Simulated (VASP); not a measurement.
# La2TaO5 (P6/mmm) in VASP: further runs

Runs on La2TaO5. Level: PBE. Tasks: relaxation of cell and atoms.

Program: VASP 6.6.1. These are calculated values, not measurements. Logs are shortened: lines on timing, memory, paths and dates and some standing lists are left out, and cuts for length are marked.

### 1 The crystal as given

The structure is hexagonal, space group P6/mmm (No. 191). The conventional cell has a = 5.487 Å, b = 5.487 Å, c = 5.117 Å, α = 90.00°, β = 90.00°, γ = 120.00°. Around La (site symmetry -6m2) lie 2 O at 1.91 Å. Around Ta (site symmetry 6/mmm) lie 2 O at 2.56 Å. O (site symmetry 3m) is surrounded by 1 O at 1.29 Å. O (site symmetry 6/mmm) has 2 Ta at 2.56 Å as nearest neighbours.

The cell was built by a generator and needn't be a form met in nature.

### 2 Relaxation of cell and atoms, PBE

The input, INCAR:

```
PREC = Normal ; ENCUT = 520
EDIFF = 1E-4 ; ISMEAR = 0
SIGMA = 0.15 ; LREAL = False
LASPH = True ; NELM = 60
ALGO = Fast ; ISIF = 3
LWAVE = False ; LCHARG = False
GGA = PE ; IBRION = 2
NSW = 24 ; EDIFFG = -0.08
```

The input, KPOINTS:

```
Automatic mesh
0
Gamma
  3 3 3
```

The input, POSCAR:

```
La2TaO5
1.0
    5.4872445100      0.0000000000      0.0000000000
   -2.7436222600      4.7520931500      0.0000000000
    0.0000000000      0.0000000000      5.1169373700
La Ta O
2 1 5
Direct
    0.3333333300      0.6666666700      0.0000000000
    0.6666666700      0.3333333300      0.0000000000
    0.0000000000      0.0000000000      0.0000000000
    0.3333333300      0.6666666700      0.6265169900
    0.6666666700      0.3333333300      0.6265169900
    0.6666666700      0.3333333300      0.3734830100
    0.3333333300      0.6666666700      0.3734830100
    0.0000000000      0.0000000000      0.5000000000
```

Potentials or basis: VASP PAW PBE potentials, release 64 (La, Ta_pv, O).

Run with:

```console
cat potpaw_PBE.64/La/POTCAR potpaw_PBE.64/Ta_pv/POTCAR potpaw_PBE.64/O/POTCAR > POTCAR
mpirun -np 1 vasp_std > vasp.out
```

OUTCAR:

```text
PREC = Normal
   ENCUT = 520
   EDIFF = 1E-4
   ISMEAR = 0
   LREAL = False
   LASPH = True
   NELM = 60
   ISIF = 3
   GGA = PE
   IBRION = 2
   NSW = 24
   EDIFFG = -0.08

 ion  position               nearest neighbor table
   1  0.333  0.667  0.000-   4 1.91   7 1.91   2 3.17   3 3.17   2 3.17   3 3.17   3 3.17   2 3.17

   2  0.667  0.333  0.000-   5 1.91   6 1.91   1 3.17   3 3.17   1 3.17   3 3.17   3 3.17   1 3.17

   3  0.000  0.000  0.000-   8 2.56   8 2.56   1 3.17   2 3.17   2 3.17   1 3.17   2 3.17   1 3.17

   4  0.333  0.667  0.627-   7 1.29   1 1.91
   5  0.667  0.333  0.627-   6 1.29   2 1.91
   6  0.667  0.333  0.373-   5 1.29   2 1.91
   7  0.333  0.667  0.373-   4 1.29   1 1.91
   8  0.000  0.000  0.500-   3 2.56   3 2.56

  LATTYP: Found a hexagonal cell.
 ALAT       =     5.4872445100
 C/A-ratio  =     0.9325149190

  Lattice vectors:

 A1 = (   5.4872445100,   0.0000000000,   0.0000000000)
 A2 = (  -2.7436222600,   4.7520931500,   0.0000000000)
 A3 = (   0.0000000000,   0.0000000000,   5.1169373700)

Analysis of symmetry for initial positions (statically):
=====================================================================
 Subroutine PRICEL returns:
 Original cell was already a primitive cell.

 Routine SETGRP: Setting up the symmetry group for a
 hexagonal supercell.

 Subroutine GETGRP returns: Found 24 space group operations
 (whereof 24 operations were pure point group operations)
 out of a pool of 24 trial point group operations.

The static configuration has the point symmetry D_6h.

Analysis of symmetry for dynamics (positions and initial velocities):
=====================================================================
 Subroutine PRICEL returns:
 Original cell was already a primitive cell.

 Routine SETGRP: Setting up the symmetry group for a
 hexagonal supercell.

 Subroutine GETGRP returns: Found 24 space group operations
 (whereof 24 operations were pure point group operations)
 out of a pool of 24 trial point group operations.

The dynamic configuration has the point symmetry D_6h.

 Subroutine INISYM returns: Found 24 space group operations
 (whereof 24 operations are pure point group operations),
 and found     1 'primitive' translations

----------------------------------------------------------------------------------------

                                     Primitive cell

  volume of cell :     133.4287

  direct lattice vectors                    reciprocal lattice vectors
     5.487244510  0.000000000  0.000000000     0.182240831  0.105216793  0.000000000
    -2.743622260  4.752093150  0.000000000     0.000000000  0.210433585  0.000000000
     0.000000000  0.000000000  5.116937370     0.000000000  0.000000000  0.195429400

  length of vectors
     5.487244510  5.487244519  5.116937370     0.210433586  0.210433585  0.195429400

  position of ions in fractional coordinates (direct lattice)
     0.333333330  0.666666670  0.000000000
     0.666666670  0.333333330  0.000000000
     0.000000000  0.000000000  0.000000000
     0.333333330  0.666666670  0.626516990
     0.666666670  0.333333330  0.626516990
     0.666666670  0.333333330  0.373483010
     0.333333330  0.666666670  0.373483010
     0.000000000  0.000000000  0.500000000

  ion indices of the primitive-cell ions
   primitive index   ion index
                 1           1
                 2           2
                 3           3
                 4           4
                 5           5
                 6           6
                 7           7
                 8           8

----------------------------------------------------------------------------------------

 KPOINTS: Automatic mesh

Automatic generation of k-mesh.
 Grid dimensions read from file:
 generate k-points for:    3    3    3

 Generating k-lattice:

  Cartesian coordinates                     Fractional coordinates (reciprocal lattice)
     0.060746944  0.035072264  0.000000000     0.333333333  0.000000000  0.000000000
     0.000000000  0.070144528  0.000000000     0.000000000  0.333333333  0.000000000
     0.000000000  0.000000000  0.065143133     0.000000000  0.000000000  0.333333333

  Length of vectors
     0.070144529  0.070144528  0.065143133

  Shift w.r.t. Gamma in fractional coordinates (k-lattice)
     0.000000000  0.000000000  0.000000000

 Subroutine IBZKPT returns following result:
 ===========================================

 Found      6 irreducible k-points:

 Following reciprocal coordinates:
            Coordinates               Weight
  0.000000  0.000000  0.000000      1.000000
  0.333333  0.000000  0.000000      6.000000
  0.333333  0.333333  0.000000      2.000000
  0.000000  0.000000  0.333333      2.000000
  0.333333  0.000000  0.333333     12.000000
  0.333333  0.333333  0.333333      4.000000
   k-points           NKPTS =      6   k-points in BZ     NKDIM =      6   number of bands    NBANDS=     37
[... 58 lines left out ...]

 number of electron      62.9999996 magnetization

 Free energy of the ion-electron system (eV)
  ---------------------------------------------------
  ext. energy  EPLUGINS =         0.00000000
  ---------------------------------------------------
  free energy    TOTEN  =       -45.93510689 eV

  energy without entropy =      -45.87995031  energy(sigma->0) =      -45.90752860

 E-fermi :   4.7844     XC(G=0): -10.0809

 val. band max:        4.7644358683   @ k =   0.3333   0.0000   0.3333
 cond. band min:       5.4522987577   @ k =   0.3333   0.0000   0.0000
 fundamental gap:      0.6878628894
 Fermi energy:         4.7843768120

 k-point     1 :       0.0000    0.0000    0.0000
  band No.  band energies     occupation
      1     -30.6214      2.00000
      2     -30.1884      2.00000
      3     -30.1884      2.00000
      4     -26.5016      2.00000
      5     -25.9296      2.00000
      6     -19.1432      2.00000
[... 268 lines left out ...]
  energy  without entropy=      -45.8799503102  energy(sigma->0) =      -45.90752860

--------------------------------------- Ionic step        2  -------------------------------------------

 number of electron      62.9999928 magnetization

------------------------ aborting loop EDIFF was not reached (unconverged)  ----------------------------

  FORCE on cell =-STRESS in cart. coord.  units (eV):
  Direction    XX          YY          ZZ          XY          YZ          ZX
  --------------------------------------------------------------------------------------
  -------------------------------------------------------------------------------------
  Total       32.0727970     32.0727971      3.5386801     -0.0000000     -0.0000000      0.0000000
  in kB      275.3040801    275.3040811     30.3750583     -0.0000003     -0.0000000      0.0000000
  external PRESSURE =     193.6610731 kB  Pullay stress =       0.0000000 kB

 VOLUME and BASIS-vectors are now :
 -----------------------------------------------------------------------------
  energy-cutoff  :      520.00
  volume of cell :      186.65
      direct lattice vectors                 reciprocal lattice vectors
     5.856156403 -0.000000000  0.000000000     0.170760467  0.098588601  0.000000000
    -2.928078207  5.071580223 -0.000000000     0.000000000  0.197177202  0.000000000
    -0.000000000 -0.000000000  6.284616820    -0.000000000  0.000000000  0.159118691
[... 268 lines left out ...]
     36      44.1723      0.00000
     37      58.5919      0.00000

------------------------ aborting loop EDIFF was not reached (unconverged)  ----------------------------

  FORCE on cell =-STRESS in cart. coord.  units (eV):
  Direction    XX          YY          ZZ          XY          YZ          ZX
  --------------------------------------------------------------------------------------
  -------------------------------------------------------------------------------------
  Total        6.8859857      6.8859857   -120.0218631     -0.0000000     -0.0000000      0.0000000
  in kB       36.1341676     36.1341678   -629.8139875     -0.0000000     -0.0000000      0.0000000
  external PRESSURE =    -185.8485507 kB  Pullay stress =       0.0000000 kB

 VOLUME and BASIS-vectors are now :
 -----------------------------------------------------------------------------
  energy-cutoff  :      520.00
  volume of cell :      305.32
      direct lattice vectors                 reciprocal lattice vectors
     6.503840712 -0.000000001  0.000000000     0.153755303  0.088770666  0.000000000
    -3.251920363  5.632491291 -0.000000000     0.000000000  0.177541331  0.000000000
    -0.000000000 -0.000000000  8.334666362    -0.000000000  0.000000000  0.119980807
[... 14 lines left out ...]
  FREE ENERGIE OF THE ION-ELECTRON SYSTEM (eV)
  ---------------------------------------------------
  free  energy   TOTEN  =       196.0683235921 eV

  energy  without entropy=      196.0833037238  energy(sigma->0) =      196.07581366

[... ionic steps 4 to 21 ...]

--------------------------------------- Ionic step       22  -------------------------------------------

 number of electron      63.0000055 magnetization

 E-fermi :   2.6635     XC(G=0):  -8.8130

 val. band max:        2.6424844624   @ k =   0.3333   0.0000   0.0000
 cond. band min:       3.0909033897   @ k =   0.0000   0.0000   0.0000
 fundamental gap:      0.4484189273
 Fermi energy:         2.6635018589
[... 319 lines left out ...]
  energy  without entropy=      -48.0227209885  energy(sigma->0) =      -48.05032493

--------------------------------------- Ionic step       24  -------------------------------------------

 number of electron      63.0000053 magnetization

 Free energy of the ion-electron system (eV)
  ---------------------------------------------------
  ext. energy  EPLUGINS =         0.00000000
  ---------------------------------------------------
  free energy    TOTEN  =       -48.07895959 eV

  energy without entropy =      -48.02372046  energy(sigma->0) =      -48.05134003

 E-fermi :   2.6875     XC(G=0):  -8.8170

 val. band max:        2.6665965586   @ k =   0.3333   0.0000   0.0000
 cond. band min:       3.1135056011   @ k =   0.0000   0.0000   0.0000
 fundamental gap:      0.4469090425
 Fermi energy:         2.6874903837

 k-point     1 :       0.0000    0.0000    0.0000
  band No.  band energies     occupation
      1     -33.1750      2.00000
      2     -32.6149      2.00000
      3     -32.6149      2.00000
      4     -28.8365      2.00000
      5     -28.6422      2.00000
      6     -20.1899      2.00000
[... 264 lines left out ...]
  FREE ENERGIE OF THE ION-ELECTRON SYSTEM (eV)
  ---------------------------------------------------
  free  energy   TOTEN  =       -48.0789595892 eV

  energy  without entropy=      -48.0237204634  energy(sigma->0) =      -48.05134003

 reached required accuracy - stopping structural energy minimisation
```

It took 19 min on 1 thread of Intel Xeon Platinum 8259CL at 2.50GHz (Skylake/Cascade Lake), shared host; peak memory 0.21 GiB.

What came out:

* Free energy: -48.0790 eV
* Relaxed volume: 21.84 Å³/atom
* Relaxed cell: a = 6.114 Å, b = 6.114 Å, c = 5.397 Å, α = 90.00°, β = 90.00°, γ = 120.00°
* Space group after relaxing (to 0.05 Å): P6/mmm (No. 191)
* Energy gained by relaxing: 268.0 meV/atom
* Ionic steps: 24
* Pressure after relaxing: 0.0 GPa
* Largest force after relaxing: 0.032 eV/Å
* Band gap on the k mesh: none (metal or under the smearing width)

Forces on the atoms (eV/Å):
```
La   0.000  0.000  0.000
La   0.000  0.000  0.000
Ta   0.000  0.000  0.000
O    0.000  0.000  0.032
O    0.000  0.000  0.032
O    0.000  0.000 -0.032
O    0.000  0.000 -0.032
O    0.000  0.000  0.000
```

The path:
| step | energy change (eV) | largest force (eV/Å) | pressure (GPa) | volume (Å³) |
| --- | --- | --- | --- | --- |
| 1 | 0.0000 | 0.9150 | 24.07 | 133.43 |
| 2 | 406.0783 | 8.1537 | 19.37 | 186.65 |
| 3 | 242.0034 | 0.6208 | -18.58 | 305.32 |
| 4 | 30.9787 | 2.7893 | -19.52 | 207.51 |
| 5 | 4.0345 | 2.7294 | -15.73 | 194.29 |
| 6 | 2.8546 | 2.4866 | -14.60 | 189.24 |
| 7 | 2.6274 | 2.4315 | -14.38 | 187.82 |
| 8 | 3.1912 | 25.5267 | 26.69 | 153.89 |
| 9 | -1.0808 | 4.4577 | -2.53 | 169.05 |
| 10 | -1.0938 | 4.8291 | -1.96 | 168.50 |
| 11 | -1.6220 | 2.0137 | 9.07 | 157.94 |
| 12 | -2.0064 | 0.7586 | 2.99 | 161.90 |
| 13 | -2.0084 | 0.6245 | 3.34 | 161.66 |
| 14 | -2.0084 | 0.5446 | 3.37 | 161.52 |
| 15 | -2.0564 | 0.5691 | 0.04 | 166.73 |
| 16 | -2.0609 | 0.3422 | 0.75 | 165.56 |
| 17 | -2.1191 | 0.0850 | 0.21 | 169.77 |
| 18 | -2.1397 | 0.2547 | -0.55 | 176.00 |
| 19 | -2.1419 | 0.1374 | -0.29 | 174.56 |
| 20 | -2.1419 | 0.1856 | -0.31 | 174.83 |
| 21 | -2.1413 | 0.2157 | -0.42 | 175.41 |
| 22 | -2.1418 | 0.1512 | -0.51 | 175.03 |
| 23 | -2.1428 | 0.0785 | 0.27 | 174.45 |
| 24 | -2.1439 | 0.0324 | -0.03 | 174.71 |

Final structure:
```cif
data_structure
_symmetry_space_group_name_H-M 'P 1'
_symmetry_Int_Tables_number 1
_cell_length_a 6.1136
_cell_length_b 6.1136
_cell_length_c 5.3973
_cell_angle_alpha 90.000
_cell_angle_beta 90.000
_cell_angle_gamma 120.000
_cell_volume 174.71
loop_
_atom_site_label
_atom_site_type_symbol
_atom_site_fract_x
_atom_site_fract_y
_atom_site_fract_z
_atom_site_occupancy
La1 La 0.33333 0.66667 0.00000 1
La2 La 0.66667 0.33333 0.00000 1
Ta1 Ta 0.00000 0.00000 0.00000 1
O1 O 0.33333 0.66667 0.62389 1
O2 O 0.66667 0.33333 0.62389 1
O3 O 0.66667 0.33333 0.37611 1
O4 O 0.33333 0.66667 0.37611 1
O5 O 0.00000 0.00000 0.50000 1
```

Caveat: the k mesh is coarse (spacing up to 0.44 Å⁻¹), so the values aren't converged; the volume moved by over 15 % at a fixed basis, so the end points are rough; an odd number of electrons without spin polarisation forces a metal; a magnetic or distorted state may lie lower; the relaxation stopped at a loose force limit of 0.08 eV/Å, so its end isn't a converged minimum. Spin-orbit coupling is left out, which matters for the levels of La, Ta.

### 3 Relaxation of cell and atoms, PBE

This run uses another cell than the first one, of 17.74 Å³/atom, 1.064 times its volume.

INCAR is that of step 2.

KPOINTS is that of step 2.

The input, POSCAR:

```
La2TaO5
1.0
   -3.1397376400      3.1397376400      3.5995569200
    3.1397376400     -3.1397376400      3.5995569200
    3.1397376400      3.1397376400     -3.5995569200
La Ta O
2 1 5
Direct
    0.7500000000      0.2500000000      0.5000000000
    0.2500000000      0.7500000000      0.5000000000
    0.5000000000      0.5000000000      0.0000000000
    0.1983127800      0.1983127800      0.3966255500
    0.8016872200      0.8016872200      0.6033744500
    0.1983127800      0.8016872200      0.0000000000
    0.8016872200      0.1983127800      0.0000000000
    0.0000000000      0.0000000000      0.0000000000
```

Potentials or basis: VASP PAW PBE potentials, release 64 (La, Ta_pv, O).

Run with:

```console
cat potpaw_PBE.64/La/POTCAR potpaw_PBE.64/Ta_pv/POTCAR potpaw_PBE.64/O/POTCAR > POTCAR
mpirun -np 1 vasp_std > vasp.out
```

Run time: 12 min. Hardware: 1 thread of Intel Xeon Platinum 8259CL at 2.50GHz (Skylake/Cascade Lake), shared host; peak memory 0.22 GiB.

It converged, with:

```
Free energy                            : -63.2202 eV
Relaxed volume                         : 15.12 Å³/atom
Relaxed cell                           : a = 5.400 Å, b = 5.400 Å, c = 5.400 Å, α = 108.10°, β = 108.10°, γ = 112.24°
Space group after relaxing (to 0.05 Å) : I4/mmm (No. 139)
Energy gained by relaxing              : 1552.2 meV/atom
Ionic steps                            : 18
Pressure after relaxing                : 0.1 GPa
Largest force after relaxing           : 0.014 eV/Å
Band gap on the k mesh                 : none (metal or under the smearing width)
```

Forces in eV/Å, atoms in the order of the input:
```
La   0.000  0.000  0.000
La   0.000  0.000  0.000
Ta   0.000  0.000  0.000
O   -0.010 -0.010  0.000
O    0.010  0.010  0.000
O    0.010 -0.010  0.000
O   -0.010  0.010  0.000
O    0.000  0.000  0.000
```

Stress tensor (GPa, compression positive):
```
 0.17  0.00  0.00
 0.00  0.17  0.00
 0.00  0.00 -0.14
```

The path:
| step | energy change (eV) | largest force (eV/Å) | pressure (GPa) | volume (Å³) |
| --- | --- | --- | --- | --- |
| 1 | 0.0000 | 4.0711 | -13.83 | 141.94 |
| 2 | -5.0348 | 4.9995 | 2.52 | 112.68 |
| 3 | -5.1476 | 3.7322 | 49.76 | 93.31 |
| 4 | -5.7753 | 5.0130 | 18.16 | 103.06 |
| 5 | -8.4936 | 2.2220 | 27.33 | 102.53 |
| 6 | -8.7618 | 0.1435 | 33.83 | 102.34 |
| 7 | -11.1234 | 1.4007 | 10.74 | 118.95 |
| 8 | -11.1762 | 2.6292 | 1.78 | 133.60 |
| 9 | -11.2921 | 2.2445 | 4.23 | 128.39 |
| 10 | -11.6736 | 1.1224 | -6.51 | 131.30 |
| 11 | -11.6974 | 0.5519 | -4.58 | 130.70 |
| 12 | -11.8909 | 0.6268 | -3.43 | 127.51 |
| 13 | -12.2486 | 0.8594 | 1.79 | 117.88 |
| 14 | -12.2519 | 0.8922 | 3.24 | 115.79 |
| 15 | -12.3580 | 0.4499 | 2.54 | 116.52 |
| 16 | -12.3615 | 0.3626 | 2.44 | 116.66 |
| 17 | -12.4137 | 0.1177 | 0.74 | 119.54 |
| 18 | -12.4178 | 0.0135 | 0.07 | 120.99 |

Final structure:
```
La Ta O
1.0
    -3.17003    3.17003    3.01002
     3.17003   -3.17003    3.01002
     3.17003    3.17003   -3.01002
La Ta O
2 1 5
Direct
  0.75000 0.25000 0.50000
  0.25000 0.75000 0.50000
  0.50000 0.50000 0.00000
  0.28568 0.28568 0.57136
  0.71432 0.71432 0.42864
  0.28568 0.71432 0.00000
  0.71432 0.28568 0.00000
  0.00000 0.00000 0.00000
```

Levels at points of the mesh, in eV from the Fermi level:
```tsv
k point	band 29	band 30	band 31	band 32	band 33	band 34
(0.00, 0.00, 0.00)	-1.92	-1.60	-0.12	-0.12	0.16	1.04
```

Caveat: the k mesh is coarse (spacing up to 0.47 Å⁻¹), so the values aren't converged; an odd number of electrons without spin polarisation forces a metal; a magnetic or distorted state may lie lower; the relaxation stopped at a loose force limit of 0.08 eV/Å, so its end isn't a converged minimum. The run has no spin-orbit coupling, so splittings on La, Ta are missing.
